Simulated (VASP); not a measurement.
# Ge48H20CO in VASP: single point with PBE+D3(BJ)

Aim: the single point of Ge48H20CO with PBE+D3(BJ).

All numbers are computed with VASP 6.6.1; they aren't measurements. Logs are shortened: lines on timing, memory, paths and dates and some standing lists are left out, and cuts for length are marked.

### Step 1. Starting point

The cell holds a slab with vacuum, 70 atoms: a = 11.316 Å, b = 11.316 Å, c = 23.742 Å, α = 90.00°, β = 90.00°, γ = 90.00°.

The cell was built by a generator and needn't be a form met in nature.

### Step 2. Single point, PBE+D3(BJ)

INCAR

```
SYSTEM = Ge48H20CO
PREC = Accurate
ENCUT = 400
EDIFF = 1E-7
ISMEAR = 0
SIGMA = 0.05
LREAL = Auto
LASPH = .TRUE.
NELM = 80
ALGO = Normal
ISIF = 2
LWAVE = .FALSE.
LCHARG = .FALSE.
GGA = PE
IVDW = 12
NBANDS = 392
ISYM = 0
NCORE = 4
```

KPOINTS

```
regular mesh
0
G
  1 1 1
  0 0 0
```

POSCAR

```
Ge48H20CO
1.0
    8.0016203359      8.0016203359      0.0000000000
   -8.0016203359      8.0016203359      0.0000000000
    0.0000000000      0.0000000000     23.7419000000
Ge H O C
48 20 1 1
Direct
    0.7005149941      0.2994850059      0.4246458792
    0.7994850059      0.7005149941      0.4246458792
    0.0494850059      0.9505149941      0.4524448338
    0.2994850059      0.2005149941      0.4246458792
    0.9505149941      0.5494850059      0.4524448338
    0.2005149941      0.7994850059      0.4246458792
    0.4505149941      0.0494850059      0.4524448338
    0.5494850059      0.4505149941      0.4524448338
    0.8750000000      0.3750000000      0.3831791053
    0.8750000000      0.8750000000      0.3831791053
    0.1250000000      0.1250000000      0.3831791053
    0.3750000000      0.3750000000      0.3831791053
    0.1250000000      0.6250000000      0.3831791053
    0.3750000000      0.8750000000      0.3831791053
    0.6250000000      0.1250000000      0.3831791053
    0.6250000000      0.6250000000      0.3831791053
    0.0000000000      0.2500000000      0.3236008913
    0.0000000000      0.7500000000      0.3236008913
    0.2500000000      0.0000000000      0.3236008913
    0.5000000000      0.2500000000      0.3236008913
    0.2500000000      0.5000000000      0.3236008913
    0.5000000000      0.7500000000      0.3236008913
    0.7500000000      0.0000000000      0.3236008913
    0.7500000000      0.5000000000      0.3236008913
    0.8750000000      0.1250000000      0.2640226772
    0.8750000000      0.6250000000      0.2640226772
    0.1250000000      0.8750000000      0.2640226772
    0.3750000000      0.1250000000      0.2640226772
    0.1250000000      0.3750000000      0.2640226772
    0.3750000000      0.6250000000      0.2640226772
    0.6250000000      0.8750000000      0.2640226772
    0.6250000000      0.3750000000      0.2640226772
    0.7500000000      0.2500000000      0.2044444632
    0.7500000000      0.7500000000      0.2044444632
    0.0000000000      0.0000000000      0.2044444632
    0.2500000000      0.2500000000      0.2044444632
    0.0000000000      0.5000000000      0.2044444632
    0.2500000000      0.7500000000      0.2044444632
    0.5000000000      0.0000000000      0.2044444632
    0.5000000000      0.5000000000      0.2044444632
    0.8750000000      0.3750000000      0.1448662491
    0.8750000000      0.8750000000      0.1448662491
    0.1250000000      0.1250000000      0.1448662491
    0.3750000000      0.3750000000      0.1448662491
    0.1250000000      0.6250000000      0.1448662491
    0.3750000000      0.8750000000      0.1448662491
    0.6250000000      0.1250000000      0.1448662491
    0.6250000000      0.6250000000      0.1448662491
    0.9510221023      0.2989778977      0.1052990704
    0.7989778977      0.4510221023      0.1052990704
    0.9510221023      0.7989778977      0.1052990704
    0.7989778977      0.9510221023      0.1052990704
    0.2010221023      0.0489778977      0.1052990704
    0.0489778977      0.2010221023      0.1052990704
    0.4510221023      0.2989778977      0.1052990704
    0.2989778977      0.4510221023      0.1052990704
    0.2010221023      0.5489778977      0.1052990704
    0.0489778977      0.7010221023      0.1052990704
    0.4510221023      0.7989778977      0.1052990704
    0.2989778977      0.9510221023      0.1052990704
    0.7010221023      0.0489778977      0.1052990704
    0.5489778977      0.2010221023      0.1052990704
    0.7010221023      0.5489778977      0.1052990704
    0.5489778977      0.7010221023      0.1052990704
    0.3241877928      0.7342052408      0.5196833330
    0.1636490255      0.6582149506      0.5703995272
    0.0803605792      0.7704712985      0.5362893844
    0.1908970838      0.8099108782      0.5860193437
    0.2459374383      0.7540625617      0.5068744562
    0.1672448511      0.7474664106      0.5526122509
```

Potentials or basis: VASP PAW PBE potentials, release 64 (Ge_d, H, O, C).

Launch:

```bash
$ cat potpaw_PBE.64/Ge_d/POTCAR potpaw_PBE.64/H/POTCAR potpaw_PBE.64/O/POTCAR potpaw_PBE.64/C/POTCAR > POTCAR
$ mpirun -np 8 vasp_gam > vasp.out
```

OUTCAR:

```text
SYSTEM = Ge48H20CO
   PREC = Accurate
   ENCUT = 400
   EDIFF = 1E-7
   ISMEAR = 0
   LREAL = Auto
   LASPH = .TRUE.
   NELM = 80
   ISIF = 2
   GGA = PE
   IVDW = 12
   ISYM = 0
 IVDW          = 12

 ion  position               nearest neighbor table
   1  0.701  0.299  0.425-   9 2.37  15 2.37   8 2.51
   2  0.799  0.701  0.425-  10 2.37  16 2.37   5 2.51
   3  0.049  0.951  0.452-   6 2.51  10 2.71  11 2.71
   4  0.299  0.201  0.425-  11 2.37  12 2.37   7 2.51
   5  0.951  0.549  0.452-   2 2.51   9 2.71  13 2.71
   6  0.201  0.799  0.425-  69 2.08  14 2.37  13 2.37   3 2.51
   7  0.451  0.049  0.452-   4 2.51  14 2.71  15 2.71
   8  0.549  0.451  0.452-   1 2.51  12 2.71  16 2.71
   9  0.875  0.375  0.383-   1 2.37  17 2.45  24 2.45   5 2.71
  10  0.875  0.875  0.383-   2 2.37  18 2.45  23 2.45   3 2.71
  11  0.125  0.125  0.383-   4 2.37  17 2.45  19 2.45   3 2.71
  12  0.375  0.375  0.383-   4 2.37  20 2.45  21 2.45   8 2.71
  13  0.125  0.625  0.383-   6 2.37  18 2.45  21 2.45   5 2.71
  14  0.375  0.875  0.383-   6 2.37  19 2.45  22 2.45   7 2.71
[... 32 lines left out ...]
  47  0.625  0.125  0.145-  61 1.54  62 1.54  33 2.45  39 2.45
  48  0.625  0.625  0.145-  63 1.54  64 1.54  34 2.45  40 2.45
  49  0.951  0.299  0.105-  41 1.54
  50  0.799  0.451  0.105-  41 1.54
  51  0.951  0.799  0.105-  42 1.54
  52  0.799  0.951  0.105-  42 1.54
  53  0.201  0.049  0.105-  43 1.54
  54  0.049  0.201  0.105-  43 1.54
[... 12 lines left out ...]
  67  0.080  0.770  0.536-  70 1.09
  68  0.191  0.810  0.586-  70 1.10
  69  0.246  0.754  0.507-  65 0.96  70 1.41   6 2.08
  70  0.167  0.747  0.553-  67 1.09  68 1.10  66 1.10  69 1.41

IMPORTANT INFORMATION: All symmetrisations will be switched off!
NOSYMM: (Re-)initialisation of all symmetry stuff for point group C_1.

----------------------------------------------------------------------------------------

                                     Primitive cell

  volume of cell :    3040.1944

  direct lattice vectors                    reciprocal lattice vectors
     8.001620336  8.001620336  0.000000000     0.062487344  0.062487344  0.000000000
    -8.001620336  8.001620336  0.000000000    -0.062487344  0.062487344  0.000000000
     0.000000000  0.000000000 23.741900000     0.000000000  0.000000000  0.042119628

  length of vectors
    11.316000000 11.316000000 23.741900000     0.088370449  0.088370449  0.042119628

  position of ions in fractional coordinates (direct lattice)
     0.700514994  0.299485006  0.424645879
     0.799485006  0.700514994  0.424645879
     0.049485006  0.950514994  0.452444834
     0.299485006  0.200514994  0.424645879
     0.950514994  0.549485006  0.452444834
     0.200514994  0.799485006  0.424645879
[... 62 lines left out ...]
     0.245937438  0.754062562  0.506874456
     0.167244851  0.747466411  0.552612251

  ion indices of the primitive-cell ions
   primitive index   ion index
                 1           1
                 2           2
                 3           3
                 4           4
                 5           5
                 6           6
[... 62 lines left out ...]
                69          69
                70          70

----------------------------------------------------------------------------------------

 KPOINTS: regular mesh

Automatic generation of k-mesh.
 Grid dimensions read from file:
 generate k-points for:    1    1    1

 Generating k-lattice:

  Cartesian coordinates                     Fractional coordinates (reciprocal lattice)
     0.062487344  0.062487344  0.000000000     1.000000000  0.000000000  0.000000000
    -0.062487344  0.062487344  0.000000000     0.000000000  1.000000000  0.000000000
     0.000000000  0.000000000  0.042119628     0.000000000  0.000000000  1.000000000

  Length of vectors
     0.088370449  0.088370449  0.042119628

  Shift w.r.t. Gamma in fractional coordinates (k-lattice)
     0.000000000  0.000000000  0.000000000

 Subroutine IBZKPT returns following result:
 ===========================================

 Found      1 irreducible k-points:

 Following reciprocal coordinates:
            Coordinates               Weight
  0.000000  0.000000  0.000000      1.000000
   k-points           NKPTS =      1   k-points in BZ     NKDIM =      1   number of bands    NBANDS=    392
   number of dos      NEDOS =    301   number of ions     NIONS =     70
   total plane-waves  NPLWV = ******
   dimension x,y,z NGX =    80 NGY =   80 NGZ =  160
   dimension x,y,z NGXF=   160 NGYF=  160 NGZF=  320
   ions per type =              48  20   1   1
   NGX,Y,Z   is equivalent  to a cutoff of  11.75, 11.75, 11.20 a.u.
   NGXF,Y,Z  is equivalent  to a cutoff of  23.51, 23.51, 22.41 a.u.
 SYSTEM =  Ge48H20CO
   PREC   = accura    normal or accurate (medium, high low for compatibility)
   ISTART =      0    job   : 0-new  1-cont  2-samecut
   ICHARG =      2    charge: 1-file 2-atom 10-const
   ISPIN  =      1    spin polarized calculation?
   LNONCOLLINEAR =      F non collinear calculations
   LSORBIT =      F    spin-orbit coupling
   LASPH  =      T    aspherical Exc in radial PAW
   ENCUT  =  400.0 eV  29.40 Ry    5.42 a.u.  18.45 18.45 38.72*2*pi/ulx,y,z
   NELM   =     80;   NELMIN=  2; NELMDL= -5     # of ELM steps
   EDIFF  = 0.1E-06   stopping-criterion for ELM
   LREAL  =      T    real-space projection
   EDIFFG = 0.1E-05   stopping-criterion for IOM
   NSW    =      0    number of steps for IOM
   IBRION =     -1    ionic relax: 0-MD 1-quasi-New 2-CG
   NFREE  =      0    steps in history (QN), initial steepest desc. (CG)
   ISIF   =      2    stress and relaxation
   ISYM   =      0    0-nonsym 1-usesym 2-fastsym
   POTIM  = 0.5000    time-step for ionic-motion
   TEBEG  =    0.0;   TEEND  =   0.0 temperature during run
   PSTRESS=    0.0 pullay stress
   NELECT =     702.0000    total number of electrons
   NUPDOWN=      -1.0000    fix difference up-down
   EMIN   =  10.00;   EMAX   =-10.00  energy-range for DOS
   EFERMI =   0.00;   METHOD = LEGACY
   ISMEAR =     0;   SIGMA  =   0.05  broadening in eV -4-tet -1-fermi 0-gaus
   EFERMI_NEDOS =   21; number of points for ismear=-14 and -15
   IALGO  =     38    algorithm
   IMIX   =      4    mixing-type and parameters
     AMIX     =   0.40;   BMIX     =  1.00
     AMIX_MAG =   1.60;   BMIX_MAG =  1.00
  volume/ion in A,a.u.               =      43.43       293.09
  Fermi-wavevector in a.u.,A,eV,Ry     =   1.004354  1.897954 13.724560  1.008727
  Thomas-Fermi vector in A             =   2.136964
   LORBIT       =      0    0 simple, 1 ext, 2 COOP (PROOUT), +10 PAW based schemes
   GGA     = PE    functional components
   LHFCALC =     F    Hartree Fock is set to
   AEXX    =    0.0000 exact exchange contribution
   IVDW    =    12    specifies the selected vdW correction
   LEPSILON=     F    determine dielectric tensor
   LRPA    =     F    only Hartree local field effects (RPA)
 non-spin polarized calculation
 Gauss-broadening in eV      SIGMA  =   0.05
  energy-cutoff  :      400.00
  volume of cell :     3040.19
 maximum number of plane-waves:     27645
 NGX is ok and might be reduce to    80
   NGX = 37   NGY = 37   NGZ = 77

 number of electron     701.9999427 magnetization

 Free energy of the ion-electron system (eV)
  ---------------------------------------------------
  ext. energy  EPLUGINS =         0.00000000
  ---------------------------------------------------
  free energy    TOTEN  =      -285.32758617 eV

  energy without entropy =     -285.28933244  energy(sigma->0) =     -285.30845930

 E-fermi :  -0.9849     XC(G=0):  -4.4980

 val. band max:       -1.0161406473   @ k =   0.0000   0.0000   0.0000
 cond. band min:      -0.9536455805   @ k =   0.0000   0.0000   0.0000
 fundamental gap:      0.0624950668
 Fermi energy:        -0.9848740940

 k-point     1 :       0.0000    0.0000    0.0000
  band No.  band energies     occupation
      1     -25.8170      2.00000
      2     -25.6949      2.00000
      3     -25.6568      2.00000
      4     -25.5607      2.00000
      5     -25.5502      2.00000
      6     -25.5455      2.00000
[... 355 lines left out ...]
    362       0.9705      0.00000
    363       1.0031      0.00000
 [bands above 363 left out]

------------------------ aborting loop because EDIFF is reached ----------------------------------------

 Edisp (eV)  -11.90791

 E8    (eV) :    -5.3264

  FORCE on cell =-STRESS in cart. coord.  units (eV):
  Direction    XX          YY          ZZ          XY          YZ          ZX
  --------------------------------------------------------------------------------------
  -------------------------------------------------------------------------------------
  Total      24.87117     9.85229     0.29781     0.92950    -0.77963     0.03303
  in kB      13.10706     5.19214     0.15694     0.48984    -0.41086     0.01740
  external pressure =        6.15 kB  Pullay stress =        0.00 kB

 VOLUME and BASIS-vectors are now :
 -----------------------------------------------------------------------------
  energy-cutoff  :      400.00
  volume of cell :     3040.19
      direct lattice vectors                 reciprocal lattice vectors
     8.001620336  8.001620336  0.000000000     0.062487344  0.062487344  0.000000000
    -8.001620336  8.001620336  0.000000000    -0.062487344  0.062487344  0.000000000
     0.000000000  0.000000000 23.741900000     0.000000000  0.000000000  0.042119628

 POSITION                                       TOTAL-FORCE (eV/Angst)
 -----------------------------------------------------------------------------------
      3.20889      8.00162     10.08190        -0.142650      0.006820     -0.531358
      0.79192     12.00243     10.08190         0.114435      0.025341     -0.521330
     -7.20970      8.00162     10.74190        -1.233229      0.023347     -0.185300
      0.79192      4.00081     10.08190         0.137221     -0.028809     -0.510965
      3.20889     12.00243     10.74190         1.094977      0.006929      0.052437
     -4.79273      8.00162     10.08190        -0.171921     -0.016904     -0.600260
[... 62 lines left out ...]
     -4.06582      8.00162     12.03416         0.470868      0.395999     -0.177479
     -4.64271      7.31917     13.12006        -0.577430     -0.769587      1.041952
 -----------------------------------------------------------------------------------
    total drift:                               -0.000185      0.000374      0.024056

  FREE ENERGIE OF THE ION-ELECTRON SYSTEM (eV)
  ---------------------------------------------------
  free  energy   TOTEN  =      -297.2354940763 eV

  energy  without entropy=     -297.1972403523  energy(sigma->0) =     -297.21636721
```

It took 11 min on 8 MPI ranks of Intel Xeon Platinum 8259CL at 2.50GHz (Skylake/Cascade Lake), shared host; peak memory 0.43 GiB.

Results:

```
Free energy                : -297.2355 eV
Largest force              : 1.418 eV/Å
Band gap on the k mesh     : 0.06 eV, direct
Dispersion energy per atom : -0.170 eV
```

Forces in eV/Å, atoms in the order of the input:
```
Ge  -0.143  0.007 -0.531
Ge   0.114  0.025 -0.521
Ge  -1.233  0.023 -0.185
Ge   0.137 -0.029 -0.511
Ge   1.095  0.007  0.052
Ge  -0.172 -0.017 -0.600
Ge   1.086 -0.014  0.065
Ge  -1.092 -0.005  0.012
Ge  -0.095  1.064  0.557
Ge   0.089  1.069  0.561
Ge   0.095 -1.090  0.571
Ge   0.111  1.061  0.529
Ge  -0.246 -1.166  0.362
Ge  -0.236  1.185  0.378
Ge  -0.092 -1.101  0.550
Ge   0.106 -1.062  0.523
Ge   0.012 -0.004  0.271
Ge   0.205 -0.099 -0.479
Ge   0.195  0.118 -0.467
Ge  -0.014  0.015 -0.483
Ge  -0.044 -0.003  0.278
Ge  -0.031 -0.016  0.274
Ge   0.010  0.003  0.279
Ge  -0.025  0.019 -0.491
Ge   0.037 -0.001 -0.045
Ge   0.187  0.081 -0.176
Ge  -0.306 -0.010 -0.197
Ge   0.197 -0.074 -0.182
Ge  -0.016  0.011 -0.041
Ge   0.040  0.000 -0.052
Ge  -0.026 -0.003 -0.040
Ge  -0.249 -0.008 -0.180
Ge  -0.048  0.010 -0.206
Ge   0.077 -0.028 -0.175
Ge   0.116  0.003 -0.141
Ge   0.075  0.025 -0.179
Ge  -0.097  0.010 -0.140
Ge  -0.052  0.004 -0.191
Ge  -0.100 -0.007 -0.140
Ge   0.081  0.002 -0.144
Ge   0.054  0.000  0.020
Ge  -0.070  0.016  0.021
Ge  -0.068 -0.018  0.019
Ge  -0.066 -0.008  0.025
Ge   0.049 -0.013  0.018
Ge   0.047  0.007  0.016
Ge   0.052 -0.009  0.022
Ge  -0.070  0.003  0.024
H   -0.069 -0.019  0.037
H    0.059 -0.009  0.042
H   -0.065 -0.016  0.036
H    0.075 -0.026  0.017
H   -0.064  0.014  0.035
H    0.075  0.029  0.016
H   -0.062 -0.010  0.036
H    0.082 -0.015  0.028
H   -0.078  0.023  0.037
H    0.066  0.013  0.041
H   -0.078 -0.020  0.038
H    0.066 -0.013  0.041
H   -0.069  0.024  0.038
H    0.060  0.010  0.042
H   -0.061  0.009  0.036
H    0.081  0.017  0.026
H    0.595  0.474 -0.240
H    0.167 -0.135 -0.082
H   -0.269 -0.169 -0.027
H   -0.083  0.205  0.010
O    0.471  0.396 -0.177
C   -0.577 -0.770  1.042
```

Levels at points of the mesh, in eV from the valence-band top:
```tsv
k point	band 348	band 349	band 350	band 351	band 352	band 353	band 354	band 355
(0.00, 0.00, 0.00)	-0.15	-0.12	-0.09	0.00	0.06	0.53	0.80	0.84
```

Caveat: the cutoff is under 1.25 times the usual one of these potentials, so pressure, stress and relaxed cells hold a basis-set (Pulay) error.
